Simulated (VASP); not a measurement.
## InSb: band structure with PBE0

**Experimental background.**

From “Electronic Structure and Epitaxy of CdTe Shells on InSb Nanowires”, 2021, arxiv:2111.05126, for a bulk crystal of InSb: band gap 0.24 eV.

Crystal: InSb.

```
In Sb
1.0
     0.00000    3.26032    3.26032
     3.26032    0.00000    3.26032
     3.26032    3.26032    0.00000
In Sb
1 1
Direct
  0.00000 0.00000 0.00000
  0.25000 0.25000 0.25000
```

- Program: VASP 6.6.1
- Task: band structure
- Functional: PBE0
- Potentials or basis: VASP PAW PBE potentials, release 64 (In_d, Sb)
- Cutoff: 520 eV
- k mesh: 4 × 4 × 4
- Occupations: gaussian, width 0.03 eV
- Spin: no spin polarisation
- Grid for exact exchange (PRECFOCK): Fast
- Exchange at q = 0: truncated
- Further INCAR settings: ALGO = Normal; EDIFF = 1e-06; NBANDS = 16

The pressure is 0.0 GPa and the band gap on the k mesh is 1.07 eV, direct. The band gap along the path is 1.07 eV, direct.

Levels at points of the mesh, in eV from the valence-band top:
| k point | band 7 | band 8 | band 9 | band 10 | band 11 | band 12 |
| --- | --- | --- | --- | --- | --- | --- |
| (0.00, 0.00, 0.00) | 0.00 | 0.00 | 0.00 | 1.07 | 4.31 | 4.31 |
| (0.50, 0.00, 0.00) | -6.08 | -1.08 | -1.08 | 1.79 | 5.20 | 5.20 |
| (0.50, 0.50, 0.00) | -6.41 | -2.44 | -2.44 | 2.58 | 2.59 | 9.89 |

It took 11 min on 1 thread of Intel(R) Xeon(R) Platinum 8488C (Sapphire Rapids), on a shared host, peak memory 0.22 GiB.

Measured gap of InSb: 0.24 eV (quoted in “Electronic Structure and Epitaxy of CdTe Shells on InSb Nanowires”, 2021, arxiv:2111.05126). This calculation gives 1.07 eV (+0.83 eV). Spin-orbit coupling on In, Sb is left out. The value is that of PBE0, without temperature or zero-point motion.

Caveat: the PAW data sets were made with another functional, which shifts forces and pressure a little; spin-orbit coupling is left out, which moves the levels of the heavy elements.
